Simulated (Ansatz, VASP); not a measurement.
**CoO: VASP beside Ansatz**

One calculation is typed for both programs; each brings its own data sets. How far apart do they land? The cell is taken from a series of runs on this material, whose earlier steps may have relaxed, scaled, displaced or heated it; both programs get it as it stands.

Main program and level: Ansatz 0.2.0; plane waves, with VASP 6.6.1 beside it; zone-centre phonons at PBEsol, DFT+U.

## 1. The starting structure

The structure is cubic, space group Fm-3m (No. 225). The conventional cell has a = 4.263 Å, b = 4.263 Å, c = 4.263 Å, α = 90.00°, β = 90.00°, γ = 90.00°. Co has 6 O at 2.13 Å nearest. O has 6 Co at 2.13 Å nearest. Farther neighbours and most contacts between anions are not listed.

Coordinates:

```cif
data_structure
_symmetry_space_group_name_H-M 'P 1'
_symmetry_Int_Tables_number 1
_cell_length_a 3.0144
_cell_length_b 3.0144
_cell_length_c 3.0144
_cell_angle_alpha 60.000
_cell_angle_beta 60.000
_cell_angle_gamma 60.000
_cell_volume 19.37
loop_
_atom_site_label
_atom_site_type_symbol
_atom_site_fract_x
_atom_site_fract_y
_atom_site_fract_z
_atom_site_occupancy
Co1 Co 0.00000 0.00000 0.00000 1
O2 O 0.50000 0.50000 0.50000 1
```

## 2. Ansatz: zone-centre phonons, PBEsol, DFT+U

Ansatz runs on its default PAW (the set named soft_2) files.

Second derivatives magnify differences that forces hide, and they need a tight electronic threshold.

input.yaml

```yaml
crystal:
  lattice:
    - [0.0, 2.1315, 2.1315]
    - [2.1315, 0.0, 2.1315]
    - [2.1315, 2.1315, 0.0]
  atoms:
    - { symbol: Co, position: [0.0, 0.0, 0.0], spin: 2.85 }
    - { symbol: O, position: [0.5, 0.5, 0.5], spin: 0.26 }
kpoints:
  mp_grid: { grid: [10, 10, 10] }
hamiltonian:
  xc: pbesol
  hubbard: { sites: [{ species: Co, l: d, u_eff: 3.32 }] }
scf:
  occupations: { method: gaussian, width: 0.02 }
  convergence: { dr2_threshold: 1.0e-10 }
output:
  eigenvalues: true
  populations: true
magnetization:
  spin_polarized: true
phonons:
  method: dfpt
  dielectric: true
  rigid_motions: translations
```

Command:

```bash
$ ansatz run input.yaml --threads 4 --pin off --max-ram 7168MiB --backend cpu --events-out ev --progress --plain --runs-dir out
```

Numbers of over 12 decimals in the logs are rounded to 6 here.

What it wrote:

```text
Co: projections on atomic orbitals take those of the free atom [Ne] 3s2 3p6 3d7 4s2, of charge +0.00 (hamiltonian.pseudopotentials.projection_atoms); the dataset's partial waves leave at most 1.4e-6 of an orbital's norm unspanned inside its sphere
O: projections on atomic orbitals take those of the free atom [He] 2s2 2p4, of charge +0.00 (hamiltonian.pseudopotentials.projection_atoms); the dataset's partial waves leave at most 1.9e-8 of an orbital's norm unspanned inside its sphere
Engine: ansatz 0.2.0, aarch64-unknown-linux-gnu
Pseudopotentials: kind: paw
Pseudopotential: Co, paw, valence charge 17, recommended cutoff 420 eV (normal), Co.paw.azcp
Pseudopotential: O, paw, valence charge 6, recommended cutoff 420 eV (normal), O.paw.azcp
Functional definition: PBEsol
  exchange = pbesol_x
  correlation = pbesol_c
Crystal: 2 atoms, lattice volume = 19.368 Å³
Basis set: ecut = 420 eV, 339 PW (Γ), exchange–correlation on 48×48×48 points (8 copies of the dense FFT grid, shifted against one another)
Bands: 18, of which v1, the nominal top of the filled ones, is band 12 counted from 1 (11 counted from 0)
Symmetry: 48 space group operations
Space group: Fm-3m (ITA 225), of the structure as read, at distance tolerance 2.7e-5 Å
Magnetic group: BNS 225.116 (UNI 1618), of the structure as read, at distance tolerance 2.7e-5 Å
k-points: 47 of 1000
Non-local potential: Co, projectors of the file, l = 0: 3, l = 1: 2, l = 2: 3, l = 3: 1
Non-local potential: O, projectors of the file, l = 0: 2, l = 1: 2, l = 2: 1
PAW form: soft (Blöchl's): semilocal exchange-correlation on the pseudo side does not see the compensation charge
PAW frozen core: Co, regenerated for the run's functional, and the local potential with it (the file was generated under x = pbe(κ = 0.804, μ = 0.219515), c = pbe(β = 0.066725))
PAW frozen core: O, regenerated for the run's functional, and the local potential with it (the file was generated under x = pbe(κ = 0.804, μ = 0.219515), c = pbe(β = 0.066725))
PAW one-centre angular grid: Co, 590 points (default); XC on 64 Gauss nodes
PAW one-centre angular grid: O, 110 points (default); XC on 64 Gauss nodes
Initial density: superposition of atomic densities (chi_scale 0.1, normalization cell, long waves kept (reshape's long-wave potential 0.00 eV rms))
Starting moments: Σ|m| = 3.11 μB on 2 of 2 sites
Initial wavefunctions: pseudopotential atomic-orbital guess
Functional: x = pbesol(κ = 0.804, μ = 0.123457), c = pbesol(β = 0.046)
SCF 1 converged in 16 iterations: F = -5650.681961 eV  dr2 = 1.63e-11
  greatest PAW one-centre occupation: 1.004 electrons in one spin orbital (limit 2), on the Co atom at site 0 (counted from 0), in its partial waves of l = 1
Symmetry: 12 space group operations
k-points: 116 of 1000
Initial density: read from a saved state, or passed on in memory by an earlier SCF of this step, an earlier step, the calling program or the single point that the run made first
Starting moments: Σ|m| = 3.11 μB on 2 of 2 sites; this step starts from the density that it was given
SCF 2 converged in 9 iterations: F = -5651.415629 eV  dr2 = 5.57e-12
SCF 3 converged in 2 iterations: F = -5651.415629 eV  dr2 = 8.72e-12
Symmetry: 4 space group operations
k-points: 282 of 1000
Initial wavefunctions: those read from a saved state, or passed on in memory by an earlier step or the calling program
k-points: 282 of 1000 (irreducible under 2 space group operations, time reversal used)
Stability of the state it starts from, as read at its close in the collinear treatment: not read negative (lowest Ritz value 0.44 of the free energy's curvature over one without interaction, by its minimisation under the symmetry group of the SCF that read it); nothing settles its magnetic order
iter 1 solved again at ethr=7.64e-9 eV; its pass at ethr=3.10e-3 eV (dr2=1.76e-6 eV) is discarded
SCF iter   1: F=—  HF=-5651.415629 eV  |F-HF|=—  |Δ(HF+E_count)|=         —  Δρ=1.24e-7 (↑1.17e-7 ↓1.24e-7)  dr2=4.78e-13  dr2_m=2.04e-12  M=3.000 μB ∫|m|=3.007 μB  β_m=0.30  ethr=7.64e-9  ⟨swp⟩=3.9  Hψ=76719  notcnv=0
eigensolver tolerance schedule: the retry pair's looser diagonalisation over-reported the residual by 3671236.88 of it (diagonalisation noise at an unbounded share of the residual, at the tolerance the schedule requests for it); recorded, not acted on — ethr = c·dr2/N_el stays at c = 1.0e-1
preconditioner: auto → none  [insulator: Δε(μ)=1.101 eV  Ē_g=16.248 eV  σ=0.020 eV  W_gap=1.00  n_scr=8 (ndim 8)  ℏωp=32.7 eV  f_vac=0.000  D(μ)=0.00/eV (n_scr^D=0)  ε∞_Penn≈5.0]
SCF iter   2: F=-5651.415629 eV  HF=-5651.415629 eV  |F-HF|=7.28e-12  |Δ(HF+E_count)|=   4.85e-8  Δρ=1.91e-7 (↑7.57e-8 ↓1.91e-7)  dr2=8.31e-12  dr2_m=1.11e-12  M=3.000 μB ∫|m|=3.007 μB  ethr=1.00e-12  ⟨swp⟩=7.3  Hψ=49362  notcnv=0
SCF 4 converged in 2 iterations: F = -5651.415629 eV  dr2 = 8.31e-12
NSCF: frozen V_eff on 2 k-points
DFPT response loops at Γ: preconditioner auto → none (the input reference at scf.mixing.eps_inf says where Resta's filter doesn't serve); β = 0.30; Broyden in place of MSR1
── the response to a field inside a basis, on 10×10×10 k-points: an SCF that follows is theirs, and a resumed run solves both again ──
[...]
SCF iter   2: F=—  HF=-5651.421128 eV  |F-HF|=—  |Δ(HF+E_count)|=   5.50e-6  Δρ=4.77e-4 (↑3.98e-4 ↓4.77e-4)  dr2=3.14e-5  dr2_m=3.61e-6  M=3.000 μB ∫|m|=3.007 μB  β_m=0.53  ethr=1.68e-7
SCF iter   3: F=—  HF=-5651.421143 eV  |F-HF|=—  |Δ(HF+E_count)|=   1.54e-5  Δρ=4.02e-4 (↑2.53e-4 ↓4.02e-4)  dr2=4.39e-5  dr2_m=1.50e-6  M=3.000 μB ∫|m|=3.007 μB  β_m=0.44  ethr=1.37e-7
SCF iter   4: F=—  HF=-5651.421133 eV  |F-HF|=—  |Δ(HF+E_count)|=   9.90e-6  Δρ=4.96e-5 (↑3.85e-5 ↓4.96e-5)  dr2=2.25e-7  dr2_m=1.24e-7  M=3.000 μB ∫|m|=3.007 μB  β_m=0.56  ethr=1.37e-7
SCF iter   5: F=—  HF=-5651.421133 eV  |F-HF|=—  |Δ(HF+E_count)|=   1.90e-7  Δρ=2.07e-5 (↑1.81e-5 ↓2.07e-5)  dr2=7.85e-8  dr2_m=3.39e-8  M=3.000 μB ∫|m|=3.007 μB  β_m=0.58  ethr=9.76e-10
SCF iter   6: F=—  HF=-5651.421133 eV  |F-HF|=—  |Δ(HF+E_count)|=   2.64e-9  Δρ=5.83e-6 (↑2.47e-6 ↓5.83e-6)  dr2=1.22e-9  dr2_m=2.12e-9  M=3.000 μB ∫|m|=3.007 μB  β_m=0.79  ethr=3.41e-10
SCF iter   7: F=—  HF=-5651.421133 eV  |F-HF|=—  |Δ(HF+E_count)|=   3.76e-9  Δρ=3.09e-6 (↑1.01e-6 ↓3.09e-6)  dr2=4.72e-10  dr2_m=5.17e-10  M=3.000 μB ∫|m|=3.007 μB  β_m=0.89  ethr=5.30e-12
SCF iter   8: F=-5651.421133 eV  HF=-5651.421133 eV  |F-HF|=2.55e-11  |Δ(HF+E_count)|=   1.82e-9  Δρ=9.16e-7 (↑3.05e-7 ↓9.16e-7)  dr2=9.10e-11  dr2_m=4.61e-11  M=3.000 μB ∫|m|=3.007 μB  ethr=2.05e-12
SCF 1 converged in 8 iterations: F = -5651.421133 eV  dr2 = 9.10e-11
DFPT response loops at Γ: mixed as the last ones told, above
SCF converged after 2 iterations
Magnetization: 3.0000 μB (13.0000 up, 10.0000 down)
Absolute magnetization: 3.0058 μB (∫|ρ↑−ρ↓|, with the PAW one-centre terms)
Spin contamination: 0.0035 ħ² per cell (⟨S²⟩ above its minimum at these occupations)
Per-site moments (μB) at R_I (Å): [(2.592546, 0.87924375), (0.240408, 0.87924375)]
Free energy (F): -5651.415629 eV
Harris-Foulkes:  -5651.415629 eV  (|F-HF|=7.28e-12)
Internal energy: -5651.415629 eV  (E = F + TS)
E sigma→0 (E₀):  -5651.415629 eV
Fermi energy:    13.860276 eV
--- Per-component energies (eV) ---
  E_band       = -319.386355
  E_kinetic    = 616.334494
  E_local      = -3433.815727  (includes V_loc(G=0)·N_el)
  E_nonlocal   = 516.312413
  E_hartree    = 1405.715540
  E_xc         = -226.240894
  E_vxc        = -292.229706  (∫ρ·V_xc dr)
  E_hubbard    = 0.542667  (on-site DFT+U / exact-exchange correction)
  E_vhub       = -11.018386  (the Hubbard potential's part of the band-sum identity)
  E_paw        = -1638.425272  (= ΣΔE_a)
  E_vpaw       = -526.403117  (= ΣTr[D̂ρ^β])
  E_aug_tail   = 0.002507  (compensation charges beyond the density's cutoff)
  E_ewald      = -2892.065066
  E_core_change = 0.223707  (= ΣΔE_core)
  E_smearing   = -0.000000  (= −TS)
  E_closure    = -0.000000  (closes the sum)
  Σ components = -5651.415629   (vs F -5651.415629, Δ=0.00e0)
--- Band table (eV; the first three rows and the last of 564) ---
  k-point 0 ↑: bands = [... 8 lower, 9.1616, 9.1616, 10.8379, 10.8977, 10.8977, 14.5603, 30.1081, 31.2310, ... 2 higher]
  k-point 1 ↑: bands = [... 8 lower, 8.8978, 9.1792, 10.4948, 11.1919, 11.2633, 15.3018, 28.3347, 30.8955, ... 2 higher]
  k-point 2 ↑: bands = [... 8 lower, 8.4227, 9.3355, 10.2785, 11.8842, 11.9729, 16.6823, 26.0133, 29.5998, ... 2 higher]
  k-point 281 ↓: bands = [... 8 lower, 11.7370, 11.7370, 15.5539, 17.3056, 17.3056, 18.9218, 23.8721, 27.3816, ... 2 higher]
Occupation matrices written to <dir>
--- Phonons (Γ-DFPT): 2 representative perturbations + reference, on 282 of 1000 k-points (Σ response iterations 21) ---
  k mesh reduced under 2 symmetry operations, with k and −k counted as one. Each operation leaves every solved perturbation unchanged. A smaller set is not considered because the run has a Hubbard term
  ASR residual: 1.624e-4 → 0.000e0 eV/Å²; symmetrization residual: 3.558e-7 eV/Å²
  ASR residual per site (eV/Å²): 7.66e-5 1.62e-4
  Γ frequencies (cm⁻¹): 0.00 0.00 0.00 240.71 318.92 318.92
  ε∞ (high-frequency dielectric tensor):
        5.950097     0.027676     0.027676
        0.027676     5.950097     0.027676
        0.027676     0.027676     5.950097
  ε⁰ (static dielectric tensor: ions relaxed, cell fixed):
       20.794938     4.251656     4.251656
        4.251656    20.794938     4.251656
        4.251656     4.251656    20.794938
  ε⁰ − ε∞ (ionic part):
       14.844841     4.223979     4.223979
        4.223979    14.844841     4.223979
        4.223979     4.223979    14.844841
  softest optical mode at Γ: 240.71 cm⁻¹; the repairs (sum rule, projections) moved no ω² at Γ by more than (1.68 cm⁻¹)²
  Born effective charges Z* (e; rows j = field, columns β = displacement):
    site 0:
         2.40382    0.09080    0.09080
         0.09080    2.40382    0.09080
         0.09080    0.09080    2.40382
    site 1:
        -2.40382   -0.09080   -0.09080
        -0.09080   -2.40382   -0.09080
        -0.09080   -0.09080   -2.40382
  Z* charge neutrality: 1.243e-3 e pre-enforcement
  solved inside a basis spanned on kpoints, on 10×10×10 k-points, its susceptibility summed on 14×14×14: ε∞ is read to err by 1.6e-2, Z* by 1.8e-2 e (field_mesh: kpoints solves on kpoints); Z* is corrected for what the basis lacks
  optical modes at Γ without the LO–TO term, one row a degenerate level:
      ω (cm⁻¹)  modes    IR ((D/Å)²/amu)
        240.71      1            12.2557
        318.92      2            19.6185
  optical modes at Γ + LO–TO along q̂ = [1.0000, 0.0000, 0.0000]:
      ω (cm⁻¹)  modes    IR ((D/Å)²/amu)
        269.44      1            11.5493
        318.92      1             9.8093
        532.62      1            10.5157
  optical modes at Γ + LO–TO along q̂ = [0.0000, 1.0000, 0.0000]:
      ω (cm⁻¹)  modes    IR ((D/Å)²/amu)
        269.44      1            11.5493
        318.92      1             9.8093
        532.62      1            10.5157
  optical modes at Γ + LO–TO along q̂ = [0.0000, 0.0000, 1.0000]:
      ω (cm⁻¹)  modes    IR ((D/Å)²/amu)
        269.44      1            11.5493
        318.92      1             9.8093
        532.62      1            10.5157
--- Löwdin populations: 2 sites ---
  site symbol       q [e]    m [muB]
     0     Co     15.8210     2.6875
     1      O      7.0454     0.3081
  spilling = 0.005810 (of n_electrons = 23.000000)
```

(Continued in part 2 of 2.)

[Lines on the potential files, build, host, timing and source positions are cut from VASP's logs without a mark.]

[Logs are printed without paths, hosts, clocks, repeated set-up lines and the standing remarks that a program may print on its own settings, such as how far it seeks lower states.]

[Hosts, paths, dates, database ids (printed as entryN), source tags and the programs' standing remarks are cut or masked in the printed files.]
